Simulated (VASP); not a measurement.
Input:

```
CsCl
1.0
    4.12000     0.00000     0.00000
    0.00000     4.12000     0.00000
    0.00000     0.00000     4.12000
Cs Cl
1 1
Direct
  0.00000   0.00000   0.00000
  0.50000   0.50000   0.50000
```

Method: PBE GGA, VASP's PBE PAW potentials (set 64) (plane waves; VASP). Numerical set-up: 300 eV cut-off, 8×8×8 Γ-centred mesh, Fermi-Dirac smearing of 0.050 eV, potentials Cs_sv Cl.

Unless said otherwise, spin-orbit coupling is left out, though it shifts the bands of the heavy elements here.

Q: What does the run give for the energy per atom (σ→0), band gap (on the k-mesh) with the smallest direct gap where there is one?

A: 
- band gap (on the k-mesh) = 5.27 eV
- smallest direct gap (on the k-mesh) = 5.27 eV
- energy per atom (σ→0) = -3263 meV/atom

The absolute energy has meaning only against runs of the same code, potentials and settings.

The structure is a typed CsCl crystal (Pm-3m). The cell was not relaxed at this level.
